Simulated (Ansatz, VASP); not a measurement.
# GaAs: VASP beside Ansatz, part 2 of 2

One calculation is typed for both programs; each brings its own data sets. How far apart do they land? The cell is taken from a series of runs on this material, whose earlier steps may have relaxed, scaled, displaced or heated it; both programs get it as it stands.

VASP 6.6.1 and Ansatz 0.2.0.

So far: The starting structure; Ansatz: zone-centre phonons, r2SCAN.

**3. VASP: zone-centre phonons, r2SCAN**

Level of this step: r2SCAN; plane waves and PAW (Ga_d, As) (VASP).

The same cell, functional and mesh now go to VASP, with its own data sets.

Lines of VASP's logs that name or quote its potential files are left out, and so is its time.

The input, INCAR:

```
SYSTEM = GaAs
PREC = Accurate
ENCUT = 550
EDIFF = 1E-08
NELM = 120
ISMEAR = 0
SIGMA = 0.01
LREAL = .FALSE.
ALGO = Normal
METAGGA = R2SCAN
LASPH = .TRUE.
NBANDS = 15
LORBIT = 11
LWAVE = .FALSE.
LCHARG = .FALSE.
ISIF = 2
IBRION = 6
NFREE = 2
POTIM = 0.015
NSW = 1
GGA_COMPAT = .FALSE.
EFERMI = MIDGAP
LMIXTAU = .TRUE.
KPAR = 2
```

The input, POSCAR:

```
GaAs
1.0
    0.0000000000      2.8335620832      2.8335620832
    2.8335620832      0.0000000000      2.8335620832
    2.8335620832      2.8335620832      0.0000000000
Ga As
1 1
Direct
    0.0000000000      0.0000000000      0.0000000000
    0.2500000000      0.2500000000      0.2500000000
```

The input, KPOINTS:

```
Automatic mesh
0
Gamma
12 12 12
0 0 0
```

Potentials, in the order of the species: Ga_d and As (PBE family, release 64).

On the command line:

```sh
mpirun -np 2 vasp_std
```

Numbers of over 12 decimals in the logs are rounded to 6 here.

Log:

```text
[banner, memory and clock lines left out]
running    2 mpi-ranks, on    1 nodes
 distrk:  each k-point on    1 cores,    2 groups
 distr:  one band on    1 cores,    1 groups

 POSCAR found type information on POSCAR GaAs
 POSCAR found :  2 types and       2 ions
|                                                                             |
|               ----> ADVICE to this user running VASP <----                  |
|                                                                             |
|     You enforced a specific xc type in the INCAR file but a different       |
|     [... a line on the potential file left out ...]
|     I HOPE YOU KNOW WHAT YOU ARE DOING!                                     |
|                                                                             |

 LDA part: xc-table for (None), standard interpolation
 POSCAR, INCAR and KPOINTS ok, starting setup
 FFT: planning ... GRIDC
 FFT: planning ... GRID_SOFT
 FFT: planning ... GRID
 WAVECAR not read
 entering main loop
       N       E                     dE             d eps       ncg     rms          rms(c)
DAV:   1     0.665865780940E+02    0.66587E+02   -0.94980E+03  2208   0.176E+03
DAV:   2    -0.221133700266E+02   -0.88700E+02   -0.85014E+02  2440   0.340E+02
DAV:   3    -0.290306602057E+02   -0.69173E+01   -0.68928E+01  2657   0.735E+01
DAV:   4    -0.291373420810E+02   -0.10668E+00   -0.10666E+00  2554   0.102E+01
DAV:   5    -0.291388708577E+02   -0.15288E-02   -0.15288E-02  2812   0.110E+00    0.316E+00
DAV:   6    -0.270104439026E+02    0.21284E+01   -0.57069E-01  2419   0.151E+01    0.193E+00
DAV:   7    -0.271114538555E+02   -0.10101E+00   -0.30209E-01  2314   0.674E+00    0.874E-01
DAV:   8    -0.270285367861E+02    0.82917E-01   -0.13719E-01  2160   0.458E+00    0.353E-01
DAV:   9    -0.269623323707E+02    0.66204E-01   -0.23598E-01  2160   0.420E+00    0.229E-01
DAV:  10    -0.269627524849E+02   -0.42011E-03   -0.80746E-02  2160   0.248E+00    0.721E-02
DAV:  11    -0.270548528277E+02   -0.92100E-01   -0.46767E-02  2160   0.176E+00    0.591E-02
DAV:  12    -0.270522753607E+02    0.25775E-02   -0.12016E-03  2874   0.337E-01    0.278E-02
DAV:  13    -0.270562172472E+02   -0.39419E-02   -0.12237E-03  2244   0.360E-01    0.146E-02
DAV:  14    -0.270566534397E+02   -0.43619E-03   -0.31922E-04  2531   0.204E-01    0.646E-03
DAV:  15    -0.270567345117E+02   -0.81072E-04   -0.67715E-05  2377   0.979E-02    0.623E-03
DAV:  16    -0.270567509934E+02   -0.16482E-04   -0.30086E-06  2846   0.190E-02    0.354E-03
DAV:  17    -0.270567542399E+02   -0.32466E-05   -0.44633E-07  2489   0.773E-03    0.145E-03
DAV:  18    -0.270567582028E+02   -0.39629E-05   -0.15345E-06  2300   0.146E-02    0.574E-04
DAV:  19    -0.270567583257E+02   -0.12287E-06   -0.52881E-08  2482   0.270E-03    0.248E-04
DAV:  20    -0.270567582294E+02    0.96334E-07   -0.21685E-08  2482   0.146E-03    0.356E-04
DAV:  21    -0.270567582960E+02   -0.66584E-07   -0.61550E-09  1906   0.795E-04    0.238E-04
DAV:  22    -0.270567583090E+02   -0.13000E-07   -0.13235E-09  1535   0.390E-04    0.928E-05
DAV:  23    -0.270567583717E+02   -0.62755E-07   -0.83441E-10  1367   0.419E-04    0.143E-05
DAV:  24    -0.270567583622E+02    0.95429E-08   -0.36126E-10  1241   0.196E-04
   1 F= -.27056758E+02 E0= -.27056758E+02  d E =0.000000E+00
[...]
2 F= -.27055735E+02 E0= -.27055735E+02  d E =0.000000E+00
[...]
3 F= -.27055735E+02 E0= -.27055735E+02  d E =0.000000E+00
[...]
4 F= -.27055699E+02 E0= -.27055699E+02  d E =0.000000E+00
 Finite differences progress:
  Degree of freedom:   2/  2
  Displacement:        1/  2
  Total:               3/  4
 bond charge predicted
       N       E                     dE             d eps       ncg     rms          rms(c)
DAV:   1    -0.270537859895E+02    0.19132E-02   -0.25372E-01  8470   0.220E+00    0.133E-01
DAV:   2    -0.270556412582E+02   -0.18553E-02   -0.90842E-03 10689   0.656E-01    0.706E-02
DAV:   3    -0.270556025117E+02    0.38747E-04   -0.19220E-04  9534   0.171E-01    0.193E-02
DAV:   4    -0.270556494880E+02   -0.46976E-04   -0.17079E-04  9436   0.104E-01    0.889E-03
DAV:   5    -0.270556989382E+02   -0.49450E-04   -0.36997E-05  9072   0.461E-02    0.441E-03
DAV:   6    -0.270556981214E+02    0.81682E-06   -0.30413E-06 10948   0.137E-02    0.850E-04
DAV:   7    -0.270556991286E+02   -0.10072E-05   -0.98304E-07  9233   0.805E-03    0.970E-04
DAV:   8    -0.270556991039E+02    0.24676E-07   -0.12263E-07  9835   0.281E-03    0.379E-04
DAV:   9    -0.270556991503E+02   -0.46380E-07   -0.74958E-08  9863   0.242E-03    0.908E-05
DAV:  10    -0.270556991694E+02   -0.19099E-07   -0.55046E-09  7539   0.649E-04    0.516E-05
DAV:  11    -0.270556991704E+02   -0.10323E-08   -0.11035E-09  5110   0.256E-04
   5 F= -.27055699E+02 E0= -.27055699E+02  d E =0.000000E+00
 Finite differences progress:
  Degree of freedom:   2/  2
  Displacement:        2/  2
  Total:               4/  4
```

From OUTCAR (step 3):

```text
ion  position               nearest neighbor table
   1  0.000  0.000  0.000-   2 2.45   2 2.45   2 2.45   2 2.45
   2  0.250  0.250  0.250-   1 2.45   1 2.45   1 2.45   1 2.45

  LATTYP: Found a face centered cubic cell.
 ALAT       =     5.6671241664

 Subroutine GETGRP returns: Found 24 space group operations
 (whereof 24 operations were pure point group operations)

The static configuration has the point symmetry T_d .

 Found     72 irreducible k-points:

   k-points           NKPTS =     72   k-points in BZ     NKDIM =     72   number of bands    NBANDS=     15

   dimension x,y,z NGX =    32 NGY =   32 NGZ =   32
   dimension x,y,z NGXF=    64 NGYF=   64 NGZF=   64

   ENCUT  =  550.0 eV  40.42 Ry    6.36 a.u.   7.66  7.66  7.66*2*pi/ulx,y,z

   NELECT =      18.0000    total number of electrons

 k-points in reciprocal lattice and weights: Automatic mesh
   0.00000000  0.00000000  0.00000000       0.001
   0.08333333  0.00000000  0.00000000       0.005
   0.16666667  0.00000000  0.00000000       0.005
   0.25000000  0.00000000  0.00000000       0.005
   0.33333333  0.00000000  0.00000000       0.005
   0.41666667  0.00000000  0.00000000       0.005
   0.50000000  0.00000000  0.00000000       0.002
   0.08333333  0.08333333  0.00000000       0.003
   0.16666667  0.08333333  0.00000000       0.014
[...]
-0.33333333  0.50000000  0.16666667       0.007
  -0.25000000  0.50000000  0.25000000       0.003

 average (electrostatic) potential at core
       1 -71.3139       2 -54.9812

 E-fermi :   4.1037

 k-point     1 :       0.0000    0.0000    0.0000
  band No.  band energies     occupation
    ...
      5     -11.5230      2.00000
      6      -9.5473      2.00000
      7       3.5631      2.00000
      8       3.6114      2.00000
      9       3.6576      2.00000
     10       4.5498      0.00000
     11       7.6192      0.00000
     12       7.6499      0.00000
     13       7.6828      0.00000
     14      11.8351      0.00000
    ...

 k-point     2 :       0.0833    0.0000    0.0000
  band No.  band energies     occupation
    ...
      5     -11.5231      2.00000
      6      -9.4617      2.00000
      7       2.4461      2.00000
      8       3.4793      2.00000
      9       3.5408      2.00000
     10       5.3098      0.00000
     11       7.7933      0.00000
     12       7.8207      0.00000
     13       7.8584      0.00000
     14      12.2997      0.00000
    ...

 k-point     3 :       0.1667    0.0000    0.0000
  band No.  band energies     occupation
    ...
      5     -11.5232      2.00000
      6      -9.2125      2.00000
      7       0.8939      2.00000
      8       3.2035      2.00000
      9       3.2650      2.00000
     10       5.6075      0.00000
     11       8.1839      0.00000
     12       8.2411      0.00000
     13       8.6849      0.00000
     14      13.1499      0.00000
    ...

  Total        0.0261446      0.0284389      0.0284389      0.0000000      0.1055471      0.0000000
  in kB        0.9205870      1.0013728      1.0013728      0.0000000      3.7164519      0.0000000
  external PRESSURE =       0.9744442 kB  Pullay stress =       0.0000000 kB

  energy-cutoff  :      550.00
  volume of cell :       45.50
      direct lattice vectors                 reciprocal lattice vectors
     0.000000000  2.833562083  2.833562083    -0.176456342  0.176456342  0.176456342
     2.833562083  0.000000000  2.833562083     0.176456342 -0.176456342  0.176456342
     2.833562083  2.833562083  0.000000000     0.176456342  0.176456342 -0.176456342

 POSITION                                       TOTAL-FORCE (eV/Angst)
 -----------------------------------------------------------------------------------
      0.00000      0.00000      0.00000        -0.141630      0.000000      0.000000
      1.40178      1.41678      1.41678         0.141630     -0.000000     -0.000000
 -----------------------------------------------------------------------------------
    total drift:                               -0.000996     -0.000001     -0.000000

  FREE ENERGIE OF THE ION-ELECTRON SYSTEM (eV)
  ---------------------------------------------------
  free  energy   TOTEN  =       -27.0556991704 eV

  energy  without entropy=      -27.0556991704  energy(sigma->0) =      -27.05569917

 Eigenvectors and eigenvalues of the dynamical matrix
 ----------------------------------------------------

   1 f  =    7.952210 THz    49.965207 2PiTHz  265.257162 cm-1    32.887682 meV
             X         Y         Z           dx          dy          dz
      0.000000  0.000000  0.000000     0.000000    0.716197    0.000000
      1.416781  1.416781  1.416781     0.000000   -0.697898    0.000000

   2 f  =    7.952210 THz    49.965207 2PiTHz  265.257162 cm-1    32.887682 meV
             X         Y         Z           dx          dy          dz
      0.000000  0.000000  0.000000     0.716197    0.000000    0.000000
      1.416781  1.416781  1.416781    -0.697898    0.000000    0.000000

   3 f  =    7.952210 THz    49.965207 2PiTHz  265.257162 cm-1    32.887682 meV
             X         Y         Z           dx          dy          dz
      0.000000  0.000000  0.000000     0.000000    0.000000    0.716197
      1.416781  1.416781  1.416781     0.000000    0.000000   -0.697898

   4 f/i=    0.040042 THz     0.251594 2PiTHz    1.335670 cm-1     0.165602 meV
             X         Y         Z           dx          dy          dz
      0.000000  0.000000  0.000000    -0.697898    0.000000    0.000000
      1.416781  1.416781  1.416781    -0.716197    0.000000    0.000000

   5 f/i=    0.040042 THz     0.251594 2PiTHz    1.335670 cm-1     0.165602 meV
             X         Y         Z           dx          dy          dz
      0.000000  0.000000  0.000000     0.000000   -0.697898    0.000000
      1.416781  1.416781  1.416781     0.000000   -0.716197    0.000000

   6 f/i=    0.040042 THz     0.251594 2PiTHz    1.335670 cm-1     0.165602 meV
             X         Y         Z           dx          dy          dz
      0.000000  0.000000  0.000000     0.000000    0.000000   -0.697898
      1.416781  1.416781  1.416781     0.000000    0.000000   -0.716197

 ELASTIC MODULI CONTR FROM IONIC RELAXATION (kBar)
 Direction    XX          YY          ZZ          XY          YZ          ZX
 --------------------------------------------------------------------------------
 XX          -0.0000      0.0000      0.0000     -0.0000      0.0000      0.0000
 YY           0.0000     -0.0000      0.0000     -0.0000     -0.0000     -0.0000
 ZZ           0.0000      0.0000     -0.0000      0.0000     -0.0000      0.0000
 XY          -0.0000     -0.0000      0.0000   -184.4497      0.0000      0.0000
 YZ           0.0000     -0.0000     -0.0000      0.0000   -184.4497     -0.0000
 ZX           0.0000     -0.0000      0.0000      0.0000     -0.0000   -184.4497
 --------------------------------------------------------------------------------

 total charge
# of ion       s       p       d       tot
------------------------------------------
    1        0.848   0.788   9.997  11.633
    2        1.204   1.634   0.032   2.870
--------------------------------------------------
tot          2.053   2.422  10.029  14.504

[... 3 further parts left out ...]
```

Levels, forces or a CONTCAR printed for this step are those of its last displaced cell, not of the structure at rest.

**4. Comparison**

Known differences besides the potentials themselves: VASP keeps PBE cores, Ansatz makes them for the functional; fixed occupations in Ansatz, narrow Gaussian smearing in VASP; the data sets hold 28 valence electrons in Ansatz (on its default PAW (the set named soft_2) files) and 18 in VASP; the cutoff is 500 eV in Ansatz and 550 eV in VASP; VASP uses finite displacements, Ansatz perturbation theory. Total energies have different zeros and are not compared.

Both answers:

```
                  quantity  Ansatz   VASP  difference
optical mode 1 to 3 (cm⁻¹)   265.0  265.3     -0.08 %
```

Modes are paired by rising frequency, not by their patterns, so a pair may set unlike modes beside each other; they are those without the splitting of longitudinal modes.

**5. Outcome**

| Item | Value |
| --- | --- |
| r.m.s. difference of the optical zone-centre modes, each program's sorted by frequency (zone-centre phonons, r2SCAN) | 0.22 cm⁻¹ |

**Reading.** The r.m.s. difference of the optical zone-centre modes, each program's sorted by frequency is 0.22 cm⁻¹ (zone-centre phonons, r2SCAN). The data sets hold unlike numbers of valence electrons (28 in Ansatz and 18 in VASP), so part of the differences comes from the potentials. Such differences can come from data sets, numerical settings and the points named under the comparisons, not from the functional's error against experiment.

[Lines on the potential files, build, host, timing and source positions are cut from VASP's logs without a mark.]

[Logs are printed without paths, hosts, clocks, repeated set-up lines and the standing remarks that a program may print on its own settings, such as how far it seeks lower states.]

[Hosts, paths, dates, database ids (printed as entryN), source tags and the programs' standing remarks are cut or masked in the printed files.]
